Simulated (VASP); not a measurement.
# MgOSiH4 in VASP: a series of runs

Runs on MgOSiH4. Level: PBE. Tasks: single point, relaxation of the atoms.

All numbers are computed with VASP 6.6.1; they aren't measurements. Logs are shortened: lines on timing, memory, paths and dates and some standing lists are left out, and cuts for length are marked.

### Step 1. The undisturbed molecule

The cell holds a molecule in a box, 7 atoms: a = 15.000 Å, b = 12.000 Å, c = 12.000 Å, α = 90.00°, β = 90.00°, γ = 90.00°.

### Step 2. Single point, PBE (atoms moved at random, drawn with an rms of 0.05 Å)

File INCAR:

```
ALGO = Normal
EDIFF = 1E-6
ENCUT = 520
GGA = PE
ISIF = 2
ISMEAR = 0
LASPH = T
LCHARG = F
LREAL = F
LWAVE = F
NELM = 80
PREC = Accurate
SIGMA = 0.01
```

File KPOINTS:

```
k-points
0
Gamma
  1 1 1
```

File POSCAR:

```
MgSiH4O
1.0
   15.0000000000      0.0000000000      0.0000000000
    0.0000000000     12.0000000000      0.0000000000
    0.0000000000      0.0000000000     12.0000000000
Mg O Si H
1 1 1 4
Direct
    0.4176110000      0.4299410000      0.4443140000
    0.5304630000      0.4790720000      0.4764920000
    0.6281340000      0.5297540000      0.5111590000
    0.3153740000      0.3807390000      0.4097690000
    0.6757820000      0.5686020000      0.4118050000
    0.6221450000      0.6234710000      0.5973740000
    0.6832690000      0.4354410000      0.5640340000
```

Potentials or basis: VASP PAW PBE potentials, release 64 (Mg, O, Si, H).

Launch:

```sh
$ cat potpaw_PBE.64/Mg/POTCAR potpaw_PBE.64/O/POTCAR potpaw_PBE.64/Si/POTCAR potpaw_PBE.64/H/POTCAR > POTCAR
$ mpirun -np 1 vasp_gam > vasp.out
```

OUTCAR:

```text
EDIFF = 1E-6
   ENCUT = 520
   GGA = PE
   ISIF = 2
   ISMEAR = 0
   LASPH = T
   LREAL = F
   NELM = 80
   PREC = Accurate

 ion  position               nearest neighbor table
   1  0.418  0.430  0.444-   4 1.69   2 1.83
   2  0.530  0.479  0.476-   3 1.64   1 1.83
   3  0.628  0.530  0.511-   5 1.47   6 1.53   7 1.54   2 1.64
   4  0.315  0.381  0.410-   1 1.69
   5  0.676  0.569  0.412-   3 1.47
   6  0.622  0.623  0.597-   3 1.53
   7  0.683  0.435  0.564-   3 1.54

  LATTYP: Found a simple tetragonal cell.
 ALAT       =    12.0000000000
 C/A-ratio  =     1.2500000000

  Lattice vectors:

 A1 = (   0.0000000000,  12.0000000000,   0.0000000000)
 A2 = (   0.0000000000,   0.0000000000,  12.0000000000)
 A3 = (  15.0000000000,   0.0000000000,   0.0000000000)

Analysis of symmetry for initial positions (statically):
=====================================================================
 Subroutine PRICEL returns:
 Original cell was already a primitive cell.

 Routine SETGRP: Setting up the symmetry group for a
 simple tetragonal supercell.

 Subroutine GETGRP returns: Found  1 space group operations
 (whereof  1 operations were pure point group operations)
 out of a pool of 16 trial point group operations.

The static configuration has the point symmetry C_1 .

Analysis of symmetry for dynamics (positions and initial velocities):
=====================================================================
 Subroutine PRICEL returns:
 Original cell was already a primitive cell.

 Routine SETGRP: Setting up the symmetry group for a
 simple tetragonal supercell.

 Subroutine GETGRP returns: Found  1 space group operations
 (whereof  1 operations were pure point group operations)
 out of a pool of 16 trial point group operations.

The dynamic configuration has the point symmetry C_1 .

 Subroutine INISYM returns: Found  1 space group operations
 (whereof  1 operations are pure point group operations),
 and found     1 'primitive' translations

----------------------------------------------------------------------------------------

                                     Primitive cell

  volume of cell :    2160.0000

  direct lattice vectors                    reciprocal lattice vectors
[... 78 lines left out ...]
   NFREE  =      0    steps in history (QN), initial steepest desc. (CG)
   ISIF   =      2    stress and relaxation
   ISYM   =      2    0-nonsym 1-usesym 2-fastsym
   POTIM  = 0.5000    time-step for ionic-motion
   TEBEG  =    0.0;   TEEND  =   0.0 temperature during run
   PSTRESS=    0.0 pullay stress
   NELECT =      16.0000    total number of electrons
   NUPDOWN=      -1.0000    fix difference up-down
   EMIN   =  10.00;   EMAX   =-10.00  energy-range for DOS
   EFERMI =   0.00;   METHOD = LEGACY
   ISMEAR =     0;   SIGMA  =   0.01  broadening in eV -4-tet -1-fermi 0-gaus
   EFERMI_NEDOS =   21; number of points for ismear=-14 and -15
   IALGO  =     38    algorithm
   IMIX   =      4    mixing-type and parameters
     AMIX     =   0.40;   BMIX     =  1.00
     AMIX_MAG =   1.60;   BMIX_MAG =  1.00
  volume/ion in A,a.u.               =     308.57      2082.34
  Fermi-wavevector in a.u.,A,eV,Ry     =   0.319127  0.603063  1.385645  0.101842
  Thomas-Fermi vector in A             =   1.204580
   LORBIT       =      0    0 simple, 1 ext, 2 COOP (PROOUT), +10 PAW based schemes
   GGA     = PE    functional components
   LHFCALC =     F    Hartree Fock is set to
   AEXX    =    0.0000 exact exchange contribution
   IVDW    =     0    specifies the selected vdW correction
   LEPSILON=     F    determine dielectric tensor
   LRPA    =     F    only Hartree local field effects (RPA)
 non-spin polarized calculation
 Gauss-broadening in eV      SIGMA  =   0.01
  energy-cutoff  :      520.00
  volume of cell :     2160.00
 maximum number of plane-waves:     29078
 NGX is ok and might be reduce to   112
   NGX = 55   NGY = 45   NGZ = 45

 number of electron      16.0000000 magnetization

 Free energy of the ion-electron system (eV)
  ---------------------------------------------------
  ext. energy  EPLUGINS =         0.00000000
  ---------------------------------------------------
  free energy    TOTEN  =       -28.08037656 eV

  energy without entropy =      -28.08037656  energy(sigma->0) =      -28.08037656

 E-fermi :  -6.1850     XC(G=0):  -0.7460

 val. band max:       -6.2398319209   @ k =   0.0000   0.0000   0.0000
 cond. band min:      -1.5583920200   @ k =   0.0000   0.0000   0.0000
 fundamental gap:      4.6814399009
 Fermi energy:        -6.1850181285

 k-point     1 :       0.0000    0.0000    0.0000
  band No.  band energies     occupation
      1     -22.4931      2.00000
      2     -12.2463      2.00000
      3      -9.1455      2.00000
      4      -8.2871      2.00000
      5      -8.1246      2.00000
      6      -6.8515      2.00000
      7      -6.3687      2.00000
      8      -6.2398      2.00000
      9      -1.5584      0.00000
     10      -0.7747      0.00000
     11      -0.7725      0.00000
     12      -0.1277      0.00000

------------------------ aborting loop because EDIFF is reached ----------------------------------------

  FORCE on cell =-STRESS in cart. coord.  units (eV):
  Direction    XX          YY          ZZ          XY          YZ          ZX
  --------------------------------------------------------------------------------------
  -------------------------------------------------------------------------------------
  Total       -1.3437060     -1.1390419     -0.2413925     -0.1230491     -0.5438593     -0.7999102
  in kB       -0.9966923     -0.8448829     -0.1790526     -0.0912716     -0.4034070     -0.5933324
  external PRESSURE =      -0.6735426 kB  Pullay stress =       0.0000000 kB

 VOLUME and BASIS-vectors are now :
 -----------------------------------------------------------------------------
  energy-cutoff  :      520.00
  volume of cell :     2160.00
      direct lattice vectors                 reciprocal lattice vectors
    15.000000000  0.000000000  0.000000000     0.066666667  0.000000000  0.000000000
     0.000000000 12.000000000  0.000000000     0.000000000  0.083333333  0.000000000
     0.000000000  0.000000000 12.000000000     0.000000000  0.000000000  0.083333333

 POSITION                                       TOTAL-FORCE (eV/Angst)
 -----------------------------------------------------------------------------------
      6.26417      5.15929      5.33177         0.498337      0.142565      0.082082
      7.95694      5.74886      5.71790        -0.168503      0.184611      0.045851
      9.42201      6.35705      6.13391        -0.432182     -0.839651      0.826143
      4.73061      4.56887      4.91723        -0.002272      0.011437      0.014662
     10.13673      6.82322      4.94166         0.297985      0.294751     -0.382899
      9.33218      7.48165      7.16849         0.001688     -0.296368     -0.388237
     10.24904      5.22529      6.76841        -0.195053      0.502654     -0.197601
 -----------------------------------------------------------------------------------
    total drift:                               -0.000532      0.000780     -0.000696

  FREE ENERGIE OF THE ION-ELECTRON SYSTEM (eV)
  ---------------------------------------------------
  free  energy   TOTEN  =       -28.0803765624 eV

  energy  without entropy=      -28.0803765624  energy(sigma->0) =      -28.08037656
```

OSZICAR:

```text
N       E                     dE             d eps       ncg     rms          rms(c)
DAV:   1     0.106097344238E+03    0.10610E+03   -0.38284E+03    32   0.742E+02
DAV:   2     0.333609837124E+02   -0.72736E+02   -0.66155E+02    32   0.125E+02
DAV:   3    -0.233040908205E+02   -0.56665E+02   -0.56267E+02    40   0.871E+01
[... 17 lines left out ...]
DAV:  21    -0.280803559323E+02   -0.22643E-04   -0.16156E-06    24   0.715E-03    0.755E-04
DAV:  22    -0.280803660281E+02   -0.10096E-04   -0.27755E-07    16   0.248E-03    0.347E-04
DAV:  23    -0.280803731723E+02   -0.71442E-05   -0.33316E-07    16   0.213E-03    0.232E-04
DAV:  24    -0.280803756060E+02   -0.24337E-05   -0.91054E-08    16   0.162E-03    0.178E-04
DAV:  25    -0.280803765624E+02   -0.95639E-06   -0.30200E-08    16   0.850E-04
   1 F= -.28080377E+02 E0= -.28080377E+02  d E =-.504455E-15
```

stdout:

```text
POSCAR found type information on POSCAR MgO SiH
 POSCAR found :  4 types and       7 ions
 scaLAPACK will be used
 LDA part: xc-table for (Slater+PW92), standard interpolation
 POSCAR, INCAR and KPOINTS ok, starting setup
 FFT: planning ... GRIDC
 FFT: planning ... GRID_SOFT
 FFT: planning ... GRID
 WAVECAR not read
 entering main loop
```

Run time: 2.6 min. Hardware: 1 thread of Intel Xeon Platinum 8259CL at 2.50GHz (Skylake/Cascade Lake), shared host; peak memory 1.4 GiB.

Results:

```
Free energy                     : -28.0804 eV
Largest force                   : 1.255 eV/Å
Gap between the frontier levels : 4.68 eV
```

Forces on the atoms (eV/Å):
```
Mg   0.498  0.143  0.082
O   -0.169  0.185  0.046
Si  -0.432 -0.840  0.826
H   -0.002  0.011  0.015
H    0.298  0.295 -0.383
H    0.002 -0.296 -0.388
H   -0.195  0.503 -0.198
```

### Step 3. Relaxation of the atoms, PBE (atoms moved at random, drawn with an rms of 0.02 Å)

File INCAR:

```
PREC     = Accurate       # precision mode
ENCUT    = 520            # plane-wave cutoff, eV
EDIFF    = 1E-7           # SCF threshold, eV
ISMEAR   = 0              # smearing method
SIGMA    = 0.01           # smearing width, eV
LREAL    = False          # projectors in reciprocal space
LASPH    = True           # aspherical terms in the spheres
NELM     = 80             # most SCF steps
ALGO     = Fast           # electronic algorithm
ISIF     = 2              # what is computed and relaxed
LWAVE    = False          # write WAVECAR
LCHARG   = False          # write CHGCAR
GGA      = PE             # functional
IBRION   = 2              # ionic algorithm
NSW      = 60             # ionic steps
EDIFFG   = -0.02          # ionic threshold
```

File KPOINTS:

```
Automatic mesh
0
Gamma
  1 1 1
```

File POSCAR:

```
MgSiH4O
1.0
   15.0000000000      0.0000000000      0.0000000000
    0.0000000000     12.0000000000      0.0000000000
    0.0000000000      0.0000000000     12.0000000000
Mg O Si H
1 1 1 4
Direct
    0.4199870000      0.4322750000      0.4444340000
    0.5297860000      0.4815520000      0.4800310000
    0.6272300000      0.5255600000      0.5114050000
    0.3188080000      0.3864920000      0.4090240000
    0.6751500000      0.5700400000      0.4134130000
    0.6238110000      0.6157020000      0.5953700000
    0.6838460000      0.4342850000      0.5614120000
```

Potentials or basis: VASP PAW PBE potentials, release 64 (Mg, O, Si, H).

Launch:

```sh
$ cat potpaw_PBE.64/Mg/POTCAR potpaw_PBE.64/O/POTCAR potpaw_PBE.64/Si/POTCAR potpaw_PBE.64/H/POTCAR > POTCAR
$ mpirun -np 1 vasp_gam > vasp.out
```

Wall time 23 min (1 thread of Intel Xeon Platinum 8259CL at 2.50GHz (Skylake/Cascade Lake), shared host); peak memory 1.6 GiB.

Results (log left out):

- Free energy: -28.1329 eV
- Energy gained by relaxing: 3.6 meV/atom
- Ionic steps: 15
- Largest force after relaxing: 0.016 eV/Å
- Gap between the frontier levels: 4.86 eV

Forces on the atoms (eV/Å):
```
Mg  -0.006 -0.006 -0.010
O    0.005  0.010  0.006
Si  -0.002 -0.015  0.004
H    0.002  0.000  0.004
H    0.001  0.005 -0.003
H   -0.001  0.002 -0.001
H    0.001  0.004  0.000
```

Step by step:
| step | energy change (eV) | largest force (eV/Å) | pressure (GPa) |
| --- | --- | --- | --- |
| 1 | 0.0000 | 0.8934 | 0.07 |
| 2 | 0.0465 | 2.3999 | 0.01 |
| 3 | -0.0146 | 0.2960 | 0.05 |
| 4 | -0.0205 | 0.3683 | 0.02 |
| 5 | -0.0207 | 0.2747 | 0.02 |
| 6 | -0.0242 | 0.0927 | 0.00 |
| 7 | -0.0244 | 0.0792 | 0.00 |
| 8 | -0.0248 | 0.0802 | 0.00 |
| 9 | -0.0248 | 0.0911 | 0.00 |
| 10 | -0.0251 | 0.0382 | 0.00 |
| 11 | -0.0251 | 0.0414 | 0.00 |
| 12 | -0.0252 | 0.0369 | 0.00 |
| 13 | -0.0253 | 0.0350 | 0.00 |
| 14 | -0.0253 | 0.0479 | 0.00 |
| 15 | -0.0254 | 0.0160 | -0.01 |

Final structure:
```
CELL_PARAMETERS angstrom
15.00000 0.00000 0.00000
0.00000 12.00000 0.00000
0.00000 0.00000 12.00000
ATOMIC_POSITIONS crystal
Mg 0.41946 0.43184 0.44372
O 0.52933 0.48106 0.48011
Si 0.62832 0.52565 0.51249
H 0.31649 0.38547 0.40846
H 0.67646 0.57011 0.41238
H 0.62411 0.61758 0.59705
H 0.68445 0.43420 0.56088
```

Levels at points of the mesh, in eV from the valence-band top:
```
           k point  band 6  band 7  band 8  band 9  band 10  band 11
(0.00, 0.00, 0.00)   -0.44    0.00    0.00    4.86     5.63     5.63
```

### Step 4. For comparison

An earlier run on the cell as given: functional PBE; potentials or basis VASP PAW PBE potentials, release 64 (Mg, O, Si, H); cutoff 520 eV; k mesh 1 × 1 × 1; occupations gaussian, width 0.01 eV; no spin polarisation.

* Largest force: 0.362 eV/Å
* Gap between the frontier levels: 4.90 eV

### Step 5. Summary

```tsv
task	cell	gap on the mesh (eV)	largest force (eV/Å)
single point	atoms moved at random, drawn with an rms of 0.05 Å	4.68	1.25
relaxation of the atoms	atoms relaxed from: atoms moved at random, drawn with an rms of 0.02 Å	4.86	0.02
single point	as given	4.90	0.36
```

Alike in all rows: level PBE; potentials or basis VASP PAW PBE potentials, release 64 (Mg, O, Si, H); no spin polarisation; k mesh 1 × 1 × 1; cutoff (eV) 520; smearing gaussian 0.01 eV.

Absolute energies hang on the potentials; compare differences alone.
